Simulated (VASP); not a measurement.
Method: RPBE GGA, VASP's PBE PAW potentials (set 64) (plane waves; VASP 6.6.1).

VASP ran on this input.

KPOINTS:
```
Automatic
0
gamma
  1 1 1
```

**INCAR**
```
PREC=Normal
LCHARG=.False.
LMAXMIX=4   # l cut-off of mixed one-centre charges
ENCUT=520   # plane-wave cut-off (eV)
SIGMA=0.01
LASPH=.True.   # aspherical one-centre terms
ISPIN=2   # spin-polarised
NUPDOWN=1
NELM=200   # most electronic steps
EDIFF=1E-6
SYSTEM=In atom
GGA=RP
ALGO=All
MAGMOM=1
LORBIT=10
LWAVE=.False.
ISMEAR=0
ISYM=0
LREAL=.False.
```

### POSCAR
```
In atom
1
   12.0000000000     0.0000000000     0.0000000000
    0.0000000000    12.5000000000     0.0000000000
    0.0000000000     0.0000000000    13.0000000000
In
1
Direct
  0.0000000000   0.0000000000   0.0000000000
```

POTCAR, in this order: In_d (PBE.64 set). Program: vasp_gam. Read from the step before: WAVECAR.

The run wrote:

### OSZICAR
```
       N       E                     dE             d eps       ncg     rms           ort
SDA:   1    -0.273045961183E+00   -0.27305E+00    0.00000E+00    11   0.127E-01   0.000E+00
CGA:   2    -0.274835167753E+00   -0.17892E-02   -0.17826E-02    11   0.481E-02  -0.120E-03
CGA:   3    -0.275804694397E+00   -0.96953E-03   -0.96915E-03    11   0.519E-03   0.439E-04
CGA:   4    -0.275978163050E+00   -0.17347E-03   -0.17174E-03    11   0.200E-03   0.133E-04
CGA:   5    -0.276028793199E+00   -0.50630E-04   -0.51349E-04    11   0.120E-03  -0.173E-04
CGA:   6    -0.276049858054E+00   -0.21065E-04   -0.21196E-04    11   0.252E-04   0.693E-05
CGA:   7    -0.276057289633E+00   -0.74316E-05   -0.72821E-05    11   0.135E-04   0.237E-05
SDA:   8    -0.276061374810E+00   -0.40852E-05   -0.48524E-05    11   0.135E-04  -0.689E-05
CGA:   9    -0.276063073503E+00   -0.16987E-05   -0.19226E-05    11   0.221E-05   0.261E-05
CGA:  10    -0.276064010385E+00   -0.93688E-06   -0.10265E-05    11   0.211E-05  -0.524E-06
   1 F= -.27606401E+00 E0= -.27606401E+00  d E =-.227890E-12  mag=     1.0000
```

### OUTCAR
```
------------------------ aborting loop because EDIFF is reached ----------------------------------------
  FORCE on cell =-STRESS in cart. coord.  units (eV):
  Direction    XX          YY          ZZ          XY          YZ          ZX
  --------------------------------------------------------------------------------------
  Total        0.0051293     -0.0007347      0.0150095     -0.0000001     -0.0001078     -0.0000113
  in kB        0.0042144     -0.0006037      0.0123323     -0.0000001     -0.0000886     -0.0000093
  external PRESSURE =       0.0053143 kB  Pullay stress =       0.0000000 kB
  volume of cell :     1950.00
      direct lattice vectors                 reciprocal lattice vectors
    12.000000000  0.000000000  0.000000000     0.083333333  0.000000000  0.000000000
     0.000000000 12.500000000  0.000000000     0.000000000  0.080000000  0.000000000
     0.000000000  0.000000000 13.000000000     0.000000000  0.000000000  0.076923077
 POSITION                                       TOTAL-FORCE (eV/Angst)
 -----------------------------------------------------------------------------------
      0.00000      0.00000      0.00000        -0.000000      0.000000      0.000000
 -----------------------------------------------------------------------------------
    total drift:                               -0.000000      0.000000      0.000000
  FREE ENERGIE OF THE ION-ELECTRON SYSTEM (eV)
  ---------------------------------------------------
  free  energy   TOTEN  =        -0.2760640104 eV

  energy  without entropy=       -0.2760640104  energy(sigma->0) =       -0.27606401

 total charge

# of ion       s       p       d       tot
------------------------------------------
    1        1.140   0.251   9.829  11.219

 magnetization (x)

# of ion       s       p       d       tot
------------------------------------------
    1       -0.005   0.251  -0.005   0.241
```
(Selected blocks of OUTCAR.)

The atom may not be in its lowest state.

The cell is a free atom in a box.
